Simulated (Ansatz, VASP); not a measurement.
# SnH2 in two plane-wave programs

Aim: how closely do two programs agree when they are given the same cell, functional and k mesh? The cell is generated by rule, not measured, and may not be a known phase. Of the first pair: The two relaxations start from unlike cells of this crystal (the structure described is Ansatz's start), so only their ends are compared.

Main program and level: Ansatz 0.2.0; plane waves, with VASP 6.6.1 beside it; relaxation of cell and atoms at PBE.

## (1) Starting point

The structure is tetragonal, space group P4_2/mnm (No. 136). Conventional cell: a = 4.860 Å, b = 4.860 Å, c = 3.654 Å, α = 90.00°, β = 90.00°, γ = 90.00°. Nearest to Sn lie 6 H at 2.14 to 2.24 Å. H has 3 Sn at 2.14 to 2.24 Å nearest. Farther neighbours are not listed.

## (2) Ansatz: relaxation of cell and atoms, PBE, pair 1

Ansatz runs on its default PAW (the set named soft_2) files.

The relaxed volume is the usual yardstick between codes: in a stiff, nearly cubic crystal its relative difference is about their pressure difference at one cell divided by the bulk modulus.

input.yaml reads:

```yaml
crystal:
  lattice:
    - [4.8603543352, 0.0, 0.0]
    - [0.0, 4.8603543352, 0.0]
    - [0.0, 0.0, 3.6538583057]
  atoms:
    - { symbol: Sn, position: [0.0, 0.0, 0.0] }
    - { symbol: Sn, position: [0.5, 0.5, 0.5] }
    - { symbol: H, position: [0.3112196487, 0.3112196487, 0.0] }
    - { symbol: H, position: [0.6887803513, 0.6887803513, 0.0] }
    - { symbol: H, position: [0.8112196487, 0.1887803513, 0.5] }
    - { symbol: H, position: [0.1887803513, 0.8112196487, 0.5] }
kpoints:
  mp_grid: { grid: [8, 8, 10] }
hamiltonian:
  xc: pbe
scf:
  occupations: { method: gaussian, width: 0.1 }
output:
  forces: true
  stress: true
  eigenvalues: true
  write_density: true
  write_potential: true
  elf: true
  volumetric_format: npy
relax:
  adjacent_minimum: "off"
  f_tol: 0.005
  max_steps: 80
  cell: { stress_tol: 0.05 }
```

Launch:

```bash
> ansatz run input.yaml --threads 8 --pin off --max-ram 14336MiB --backend cpu --events-out ev --progress --plain --runs-dir out
```

Numbers of over 12 decimals in the logs are rounded to 6 here.

The log of the run:

```text
Engine: ansatz 0.2.0, aarch64-unknown-linux-gnu
Pseudopotentials: kind: paw
Pseudopotential: Sn, paw, valence charge 14, recommended cutoff 420 eV (normal), Sn.paw.azcp
Pseudopotential: H, paw, valence charge 1, recommended cutoff 420 eV (normal), H.paw.azcp
Functional definition: PBE
  parameter kappa = 0.804
  parameter beta = 0.066725
  exchange = pbe_x(kappa = kappa, mu = beta*pi^2/3)
  correlation = pbe_c(beta = beta)
Crystal: 6 atoms, lattice volume = 86.315 Å³
Basis set: ecut = 420 eV, 1697 PW (Γ), exchange–correlation on 72×72×50 points (8 copies of the dense FFT grid, shifted against one another)
Bands: 22, of which v1, the nominal top of the filled ones, is band 16 counted from 1 (15 counted from 0)
Symmetry: 16 space group operations
Space group: P42/mnm (ITA 136), of the structure as read, at distance tolerance 4.4e-5 Å
k-points: 90 of 640
Non-local potential: Sn, projectors of the file, l = 0: 2, l = 1: 2, l = 2: 2, l = 3: 2
Non-local potential: H, projectors of the file, l = 0: 2, l = 1: 1
PAW form: soft (Blöchl's): semilocal exchange-correlation on the pseudo side does not see the compensation charge
PAW one-centre angular grid: Sn, 590 points (default); XC on 64 Gauss nodes
PAW one-centre angular grid: H, 110 points (default); XC on 64 Gauss nodes
Initial density: superposition of atomic densities (neutral atoms: chi_scale 0, normalization atom), corrected by the library's trained network
Initial wavefunctions: pseudopotential atomic-orbital guess
Functional: x = pbe(κ = 0.804, μ = 0.219515), c = pbe(β = 0.066725)
SCF iter   1: F=—  HF=-12109.068546 eV  |F-HF|=—  |Δ(HF+E_count)|=         —  Δρ=2.88e-3  dr2=8.96e-3  ethr=1.77e-3  ⟨swp⟩=6.2  Hψ=9815  notcnv=0
preconditioner: auto → Kerker (q_TF=auto, 2.312 Å⁻¹)  [metal: Δε(μ)=0.009 eV  Ē_g=18.847 eV  σ=0.100 eV  W_gap=0.05  n_scr=18 (ndim 8)  ℏωp=22.6 eV  f_vac=0.000  D(μ)=1.64/eV (n_scr^D=10)]
SCF iter   2: F=—  HF=-12109.065619 eV  |F-HF|=—  |Δ(HF+E_count)|=   2.93e-3  Δρ=1.48e-3  dr2=2.28e-3  ethr=2.80e-5  ⟨swp⟩=2.3  Hψ=4153  notcnv=0
SCF iter   3: F=—  HF=-12109.065223 eV  |F-HF|=—  |Δ(HF+E_count)|=   3.96e-4  Δρ=4.03e-4  dr2=2.30e-4  ethr=7.12e-6  ⟨swp⟩=2.2  Hψ=2297  notcnv=0
SCF iter   4: F=—  HF=-12109.065183 eV  |F-HF|=—  |Δ(HF+E_count)|=   4.05e-5  Δρ=1.98e-4  dr2=4.04e-5  ethr=7.17e-7  ⟨swp⟩=2.8  Hψ=3248  notcnv=0
SCF iter   5: F=—  HF=-12109.065185 eV  |F-HF|=—  |Δ(HF+E_count)|=   2.52e-6  Δρ=4.78e-5  dr2=1.47e-6  ethr=1.26e-7  ⟨swp⟩=2.0  Hψ=3238  notcnv=0
SCF iter   6: F=—  HF=-12109.065185 eV  |F-HF|=—  |Δ(HF+E_count)|=   4.52e-7  Δρ=1.32e-5  dr2=1.29e-7  ethr=4.60e-9  ⟨swp⟩=2.0  Hψ=3308  notcnv=0
SCF iter   7: F=-12109.065185 eV  HF=-12109.065185 eV  |F-HF|=1.72e-9  |Δ(HF+E_count)|=   1.25e-8  Δρ=1.81e-6  dr2=3.10e-9  ethr=3.13e-10  ⟨swp⟩=11.9  Hψ=13176  notcnv=0
the search or the solves at the SCF's close seem to have found levels that the self-consistency loop had missed (the run counts 2). By its estimate they hold under 1e-12 electrons; where the run keeps them, the occupations were computed again with them
SCF 1 converged in 7 iterations: F = -12109.065185 eV  dr2 = 3.10e-9
  greatest PAW one-centre occupation: 0.992 electrons in one spin orbital (limit 2), on the Sn atom at site 1 (counted from 0), in its partial waves of l = 2
relax step   1: F+E_penalty+E_count = -12109.06518506 eV  Δ(F+E_penalty+E_count) = +0.000e0 eV  max|allowed force component| = 3.808e-3 eV/Å  Δτ_max = 0.0000 Å  P = -0.167 GPa  Ω = 86.315 Å³  (7 SCF iters, dr2 threshold 1.00e-7 eV, accepted)
[...]
relax step   2: F+E_penalty+E_count = -12109.06705647 eV  Δ(F+E_penalty+E_count) = -1.871e-3 eV  max|allowed force component| = 3.783e-4 eV/Å  Δτ_max = 0.0090 Å  P = +0.041 GPa  Ω = 85.579 Å³  energy of the carried Pulay correction = +5.226e-4 eV  (5 SCF iters, dr2 threshold 1.91e-7 eV, accepted)
[...]
relax step   3: F+E_penalty+E_count = -12109.06769157 eV  Δ(F+E_penalty+E_count) = -6.351e-4 eV  max|allowed force component| = 9.317e-4 eV/Å  Δτ_max = 0.0099 Å  P = -0.015 GPa  Ω = 85.350 Å³  energy of the carried Pulay correction = +7.150e-4 eV  (5 SCF iters, dr2 threshold 1.37e-7 eV, accepted)
[...]
relax step   4: F+E_penalty+E_count = -12109.06769159 eV  Δ(F+E_penalty+E_count) = -1.707e-8 eV  max|allowed force component| = 1.470e-4 eV/Å  Δτ_max = 0.0022 Å  P = -0.001 GPa  Ω = 85.409 Å³  energy of the carried Pulay correction = +6.650e-4 eV  (4 SCF iters, dr2 threshold 2.07e-8 eV, accepted)
[...]
relax step   5: F+E_penalty+E_count = -12109.06708575 eV  Δ(F+E_penalty+E_count) = +6.058e-4 eV  max|allowed force component| = 5.349e-5 eV/Å  Δτ_max = 0.0000 Å  P = -0.006 GPa  Ω = 85.409 Å³  stress off target by 1.45e-2 GPa  SCF on the basis re-selected at this cell (its energy is not comparable with the rows above)  (5 SCF iters)
basis re-selected at this cell: Δ(F+E_penalty+E_count) = +6.058e-4 eV, ΔP = -0.005 GPa vs the last step (what re-selecting the basis moved, of the pressure what is left beyond the Pulay correction that the steps carried, after the strain that the cell walked since its last selection, with what the two solves' SCF thresholds leave and, on support functions, any second-order correction that the steps lacked; it is no m [...]
SCF converged after 5 iterations
Free energy (F): -12109.067086 eV
Harris-Foulkes:  -12109.067086 eV  (|F-HF|=2.55e-11)
Internal energy: -12109.060165 eV  (E = F + TS)
E sigma→0 (E₀):  -12109.063625 eV
Entropy (-TS):   -0.006921 eV (-1.154 meV/atom)
Fermi energy:    6.865904 eV
--- Per-component energies (eV) ---
  E_band       = -280.107608
  E_kinetic    = 421.502028
  E_local      = -2196.366379  (includes V_loc(G=0)·N_el)
  E_nonlocal   = -60.259686
  E_hartree    = 1248.316444
  E_xc         = -800.169307
  E_vxc        = -236.788961  (∫ρ·V_xc dr)
  E_paw        = -8269.595094  (= ΣΔE_a)
  E_vpaw       = -704.823576  (= ΣTr[D̂ρ^β])
  E_aug_tail   = -0.004188  (compensation charges beyond the density's cutoff)
  E_ewald      = -2452.483982
  E_smearing   = -0.006921  (= −TS)
  E_closure    = -0.000000  (closes the sum)
  Σ components = -12109.067086   (vs F -12109.067086, Δ=0.00e0)
--- Forces (eV/Å), atoms counted from 1 ---
  atom   1  Sn    -0.00000000     0.00000000     0.00000000
  atom   2  Sn     0.00000000    -0.00000000     0.00000000
  atom   3  H      0.00005349     0.00005349     0.00000000
  atom   4  H     -0.00005349    -0.00005349     0.00000000
  atom   5  H      0.00005349    -0.00005349     0.00000000
  atom   6  H     -0.00005349     0.00005349     0.00000000
  max |Σ_I F_I| component: 1.08e-19 eV/Å
--- Stress (GPa, compression-positive) ---
       -0.014505       0.000000       0.000000
        0.000000      -0.014505       0.000000
        0.000000       0.000000       0.012154
  P = ⅓ Tr σ = -0.0056 GPa (-0.056 kbar)
--- Band table (eV; the first three rows and the last of 90) ---
  k-point 0: bands = [... 12 lower, 1.5902, 1.5902, 4.8978, 8.0790, 8.9583, 9.4599, 9.4599, 11.4066, ... 2 higher]
  k-point 1: bands = [... 12 lower, 1.6853, 1.6853, 4.1616, 8.5668, 9.0613, 9.5157, 9.5157, 9.6119, ... 2 higher]
  k-point 2: bands = [... 12 lower, 1.9569, 1.9569, 2.7764, 7.7527, 9.3247, 9.3709, 9.4294, 9.4294, ... 2 higher]
  k-point 89: bands = [... 12 lower, 1.8175, 1.8175, 2.1790, 2.1790, 5.7663, 5.7663, 12.3522, 12.3522, ... 2 higher]
--- Relaxed structure (4 steps of the walk, 4 accepted, 1 SCFs on fresh bases) ---
  F+E_penalty+E_count = -12109.06708575 eV   max|allowed force component| = 5.349e-5 eV/Å   (the final SCF, on the basis selected at the relaxed cell)
  cell:  # Å, volume = 85.4091 Å³
    - [4.814065, 0, 0.0]
    - [0, 4.814065, 0.0]
    - [0.0, 0.0, 3.685361]
  atoms:
    - { symbol: Sn, position: [-1.4871373535236837e-19, 0, 0.0] }
    - { symbol: Sn, position: [0.5, 0.5, 0.5] }
    - { symbol: H, position: [0.313645, 0.313645, 0.0] }
    - { symbol: H, position: [0.686355, 0.686355, 0.0] }
    - { symbol: H, position: [0.813645, 0.186355, 0.5] }
    - { symbol: H, position: [0.186355, 0.813645, 0.5] }
```

## (3) VASP: relaxation of cell and atoms, PBE, pair 1

Its own start cell and the same functional, mesh and smearing now go to VASP, with its own data sets.

Lines of VASP's logs that name or quote its potential files are left out, and so is its time.

INCAR reads:

```
SYSTEM = SnH2
PREC = Accurate
ENCUT = 500
EDIFF = 1E-07
NELM = 120
ISMEAR = 0
SIGMA = 0.1
LREAL = .FALSE.
ALGO = Normal
GGA = PE
NBANDS = 22
LORBIT = 11
LWAVE = .FALSE.
LCHARG = .FALSE.
ISIF = 3
IBRION = 2
NSW = 80
EDIFFG = -0.005
LASPH = .TRUE.
GGA_COMPAT = .FALSE.
NELMIN = 4
KPAR = 2
```

POSCAR reads:

```
SnH2
1.0
    4.8001062936      0.0000000000      0.0000000000
    0.0000000000      4.8001062936      0.0000000000
    0.0000000000      0.0000000000      3.6893792743
Sn H
2 4
Direct
    0.0000000000      0.0000000000      0.0000000000
    0.5000000000      0.5000000000      0.5000000000
    0.3139768610      0.3139768610      0.0000000000
    0.6860233447      0.6860233447      0.0000000000
    0.8139768610      0.1860231390      0.5000000000
    0.1860231390      0.8139768610      0.5000000000
```

KPOINTS reads:

```
Automatic mesh
0
Gamma
8 8 10
0 0 0
```

PAW data sets: Sn_d and H (PBE family, release 64).

Launch:

```bash
> mpirun -np 2 vasp_std
```

The log of the run:

```text
[banner, memory and clock lines left out]
running    2 mpi-ranks, on    1 nodes
 distrk:  each k-point on    1 cores,    2 groups
 distr:  one band on    1 cores,    1 groups

 POSCAR found type information on POSCAR SnH
 POSCAR found :  2 types and       6 ions
 LDA part: xc-table for (Slater+PW92), standard interpolation
 POSCAR, INCAR and KPOINTS ok, starting setup
 FFT: planning ... GRIDC
 FFT: planning ... GRID_SOFT
 FFT: planning ... GRID
 WAVECAR not read
 entering main loop
       N       E                     dE             d eps       ncg     rms          rms(c)
DAV:   1     0.241598439441E+03    0.24160E+03   -0.15570E+04  3984   0.188E+03
DAV:   2     0.844955881208E+01   -0.23315E+03   -0.22568E+03  4014   0.452E+02
DAV:   3    -0.181492310402E+02   -0.26599E+02   -0.26002E+02  4788   0.144E+02
DAV:   4    -0.191077244601E+02   -0.95849E+00   -0.95496E+00  4308   0.298E+01
DAV:   5    -0.191435211894E+02   -0.35797E-01   -0.35793E-01  5898   0.553E+00    0.495E+00
DAV:   6    -0.185066667014E+02    0.63685E+00   -0.44484E-01  5114   0.558E+00    0.235E+00
DAV:   7    -0.183806632271E+02    0.12600E+00   -0.50295E-01  4670   0.384E+00    0.518E-01
DAV:   8    -0.183865556746E+02   -0.58924E-02   -0.49596E-02  4462   0.234E+00    0.204E-01
DAV:   9    -0.183861500147E+02    0.40566E-03   -0.38608E-03  5000   0.766E-01    0.977E-02
DAV:  10    -0.183861757328E+02   -0.25718E-04   -0.77665E-04  4152   0.200E-01    0.348E-02
DAV:  11    -0.183862137967E+02   -0.38064E-04   -0.26546E-04  4730   0.145E-01    0.265E-02
DAV:  12    -0.183861960426E+02    0.17754E-04   -0.35818E-05  4548   0.565E-02    0.879E-03
DAV:  13    -0.183861943198E+02    0.17228E-05   -0.10089E-05  5298   0.192E-02    0.130E-03
DAV:  14    -0.183861945430E+02   -0.22327E-06   -0.60374E-07  3506   0.518E-03    0.724E-04
DAV:  15    -0.183861943984E+02    0.14466E-06   -0.43149E-08  2442   0.258E-03    0.156E-04
DAV:  16    -0.183861944500E+02   -0.51591E-07   -0.11324E-08  2190   0.917E-04
   1 F= -.18386194E+02 E0= -.18382997E+02  d E =-.183862E+02
 curvature:   0.00 expect dE= 0.000E+00 dE for cont linesearch  0.000E+00
 trial: gam= 0.00000 g(F)=  0.224E-05 g(S)=  0.855E-05 ort = 0.000E+00 (trialstep = 0.100E+01)
 search vector abs. value=  0.108E-04
 bond charge predicted
       N       E                     dE             d eps       ncg     rms          rms(c)
DAV:   1    -0.183862199198E+02   -0.25521E-04   -0.55611E-04  4514   0.230E-01    0.223E-02
DAV:   2    -0.183862081577E+02    0.11762E-04   -0.30658E-05  4614   0.772E-02    0.132E-02
DAV:   3    -0.183862024016E+02    0.57560E-05   -0.14074E-05  5220   0.571E-02    0.226E-03
DAV:   4    -0.183862029242E+02   -0.52252E-06   -0.24548E-06  4524   0.194E-02    0.108E-03
DAV:   5    -0.183862029993E+02   -0.75120E-07   -0.59511E-08  2214   0.419E-03
   2 F= -.18386203E+02 E0= -.18383000E+02  d E =-.854929E-05
 trial-energy change:   -0.000009  1 .order   -0.000009   -0.000011   -0.000006
 step:   2.4805(harm=  2.4805)  dis= 0.00029  next Energy=   -18.386208 (dE=-0.134E-04)
 reached required accuracy - stopping structural energy minimisation
```

OUTCAR, selected parts (step 3):

```text
ion  position               nearest neighbor table
   1  0.000  0.000  0.000-   4 2.13   3 2.13   5 2.24   6 2.24   5 2.24   6 2.24
   2  0.500  0.500  0.500-   5 2.13   6 2.13   3 2.24   3 2.24   4 2.24   4 2.24
   3  0.314  0.314  0.000-   1 2.13   2 2.24   2 2.24
   4  0.686  0.686  0.000-   1 2.13   2 2.24   2 2.24
   5  0.814  0.186  0.500-   2 2.13   1 2.24   1 2.24
   6  0.186  0.814  0.500-   2 2.13   1 2.24   1 2.24

  LATTYP: Found a simple tetragonal cell.
 ALAT       =     4.8001062936
 C/A-ratio  =     0.7686036618

 Subroutine GETGRP returns: Found 16 space group operations
 (whereof  8 operations were pure point group operations)

The static configuration has the point symmetry D_2h.
 The point group associated with its full space group is D_4h.

 Found     90 irreducible k-points:

   k-points           NKPTS =     90   k-points in BZ     NKDIM =     90   number of bands    NBANDS=     22

   dimension x,y,z NGX =    36 NGY =   36 NGZ =   28
   dimension x,y,z NGXF=    72 NGYF=   72 NGZF=   56

   ENCUT  =  500.0 eV  36.75 Ry    6.06 a.u.   8.75  8.75  6.73*2*pi/ulx,y,z

   NELECT =      32.0000    total number of electrons

 k-points in reciprocal lattice and weights: Automatic mesh
   0.00000000  0.00000000  0.00000000       0.002
   0.12500000  0.00000000  0.00000000       0.006
   0.25000000  0.00000000  0.00000000       0.006
   0.37500000  0.00000000  0.00000000       0.006
   0.50000000  0.00000000  0.00000000       0.003
   0.12500000  0.12500000  0.00000000       0.006
   0.25000000  0.12500000  0.00000000       0.013
   0.37500000  0.12500000  0.00000000       0.013
   0.50000000  0.12500000  0.00000000       0.006
[...]
0.50000000  0.37500000  0.50000000       0.006
   0.50000000  0.50000000  0.50000000       0.002

 average (electrostatic) potential at core
       1-102.4758       2-102.4758       3 -32.2080       4 -32.2080       5 -32.2080
       6 -32.2080

 E-fermi :   5.0224

 k-point     1 :       0.0000    0.0000    0.0000
  band No.  band energies     occupation
    ...
     11      -6.0691      2.00000
     12      -1.4360      2.00000
     13      -0.2522      2.00000
     14      -0.2522      2.00000
     15       3.0448      2.00000
     16       6.1989      0.00000
     17       7.1170      0.00000
     18       7.6572      0.00000
     19       7.6572      0.00000
     20       9.5969      0.00000
    ...

 k-point     2 :       0.1250    0.0000    0.0000
  band No.  band energies     occupation
    ...
     11      -5.9777      2.00000
     12      -2.0502      2.00000
     13      -0.1645      2.00000
     14       0.3337      2.00000
     15       2.9315      2.00000
     16       6.2923      0.00000
     17       7.0063      0.00000
     18       7.2544      0.00000
     19       7.6069      0.00000
     20       9.4741      0.00000
    ...

 k-point     3 :       0.2500    0.0000    0.0000
  band No.  band energies     occupation
    ...
     11      -5.7050      2.00000
     12      -2.9850      2.00000
     13       0.0915      2.00000
     14       1.1280      2.00000
     15       2.6942      2.00000
     16       5.8586      0.00000
     17       6.5681      0.00000
     18       7.2826      0.00000
     19       8.0444      0.00000
     20       8.9185      0.00000
    ...

  Total        0.0058715      0.0058715     -0.0182632      0.0000000      0.0000000      0.0000000
  in kB        0.1106787      0.1106787     -0.3442625      0.0000000      0.0000000      0.0000000
  external PRESSURE =      -0.0409684 kB  Pullay stress =       0.0000000 kB

  energy-cutoff  :      500.00
  volume of cell :       85.00
      direct lattice vectors                 reciprocal lattice vectors
     4.800387537  0.000000000  0.000000000     0.208316514 -0.000000000  0.000000000
     0.000000000  4.800387537  0.000000000    -0.000000000  0.208316514  0.000000000
     0.000000000  0.000000000  3.688461529     0.000000000  0.000000000  0.271115746

 POSITION                                       TOTAL-FORCE (eV/Angst)
 -----------------------------------------------------------------------------------
      0.00000      0.00000      3.68846         0.000000      0.000000      0.000000
      2.40019      2.40019      1.84423         0.000000      0.000000      0.000000
      1.50733      1.50733      0.00000         0.001301      0.001301     -0.000000
      3.29306      3.29306      3.68846        -0.001301     -0.001301      0.000000
      3.90752      0.89287      1.84423         0.001301     -0.001301      0.000000
      0.89287      3.90752      1.84423        -0.001301      0.001301      0.000000
 -----------------------------------------------------------------------------------
    total drift:                                0.000001      0.000001     -0.000000

  FREE ENERGIE OF THE ION-ELECTRON SYSTEM (eV)
  ---------------------------------------------------
  free  energy   TOTEN  =       -18.3862029993 eV

  energy  without entropy=      -18.3797972710  energy(sigma->0) =      -18.38300014

 reached required accuracy - stopping structural energy minimisation

 total charge
# of ion       s       p       d       tot
------------------------------------------
    1        1.333   0.794  10.001  12.129
    2        1.333   0.794  10.001  12.129
    3        0.482   0.009   0.000   0.491
    4        0.482   0.009   0.000   0.491
    5        0.482   0.009   0.000   0.491
    6        0.482   0.009   0.000   0.491
--------------------------------------------------
tot          4.595   1.625  20.003  26.222

[... 3 further parts left out ...]
```

The run keeps the 16 symmetry operations of its start, so it cannot find a distortion of lower symmetry.

## (4) Comparison

Known differences besides the potentials themselves: the cutoff is 420 eV in Ansatz and 500 eV in VASP; Ansatz adds a Pulay correction to the stress that steers its cell, VASP none. Total energies have different zeros and are not compared.

The two programs side by side:

```tsv
quantity	Ansatz	VASP	difference
volume (Å³)	85.41	85.00	+0.49 %
edge a after relaxation, in the typed setting (Å)	4.814	4.800	+0.29 %
edge c after relaxation, in the typed setting (Å)	3.685	3.688	-0.08 %
```

(Part 1 of 2 ends here.)

[Lines on the potential files, build, host, timing and source positions are cut from VASP's logs without a mark.]

[Logs are printed without paths, hosts, clocks, repeated set-up lines and the standing remarks that a program may print on its own settings, such as how far it seeks lower states.]

[Hosts, paths, dates, database ids (printed as entryN), source tags and the programs' standing remarks are cut or masked in the printed files.]
